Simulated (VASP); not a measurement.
A VASP calculation is set up with these files.

### INCAR
```
# general
SYSTEM  =AgI
PREC    =Accurate
ENCUT   =520
LREAL   =F
LASPH   =T

# electronic loop
EDIFF   =1E-7
NELM    =100
ALGO    =Normal
LMAXMIX =4

# smearing
ISMEAR  =0
SIGMA   =0.05

# functional
GGA     =BO
LUSE_VDW=T
AGGAC   =0.0
PARAM1  =0.1833333333
PARAM2  =0.22

# ions
ISIF    =2

# output
LWAVE   =F
LCHARG  =F
```

POSCAR:
```
AgI
1
    0.0000000000     3.2553616251     3.2553616251
    3.2553616251     0.0000000000     3.2553616251
    3.2553616251     3.2553616251     0.0000000000
Ag I
1 1
Direct
  0.0000000000   0.0000000000   0.0000000000
  0.2500000000   0.2500000000   0.2500000000
```

### KPOINTS
```
Automatic
0
Gamma
 7 7 7
0 0 0
```

POTCAR, in this order: Ag I (PBE.64 set). Program: vasp_std.

Problem. Translate this optB88-vdW calculation to Quantum ESPRESSO's pw.x.

Solution. One equivalent input (not run):
```
&CONTROL
  calculation = 'scf'
  pseudo_dir = './pseudo'
  outdir = './out'
  tprnfor = .true.
  tstress = .true.
/
&SYSTEM
  ibrav = 0
  nat = 2
  ntyp = 2
  ecutwfc = 82
  occupations = 'smearing'
  smearing = 'gaussian'
  degauss = 0.003675
  input_dft = 'vdw-df-obk8'
/
&ELECTRONS
  conv_thr = 7.3e-09
  electron_maxstep = 100
/
ATOMIC_SPECIES
  Ag 107.868 Ag.upf
  I 126.904 I.upf
CELL_PARAMETERS angstrom
     0.0000000    3.2553616    3.2553616
     3.2553616    0.0000000    3.2553616
     3.2553616    3.2553616    0.0000000
ATOMIC_POSITIONS crystal
  Ag   0.0000000  0.0000000  0.0000000
  I    0.2500000  0.2500000  0.2500000
K_POINTS automatic
  7 7 7 0 0 0
```
What does not carry over: the potentials are each code's own (VASP's PAW set, PseudoDojo norm-conserving files in pw.x), so ENCUT and ecutwfc are chosen apart and not converted; conv_thr bounds pw.x's estimated SCF error, while EDIFF bounds the energy change between steps.

The compound is AgI in the zinc blende structure, whereas wurtzite is the usual form. This cell is one point of a volume scan, at 0.97 of the reference volume.
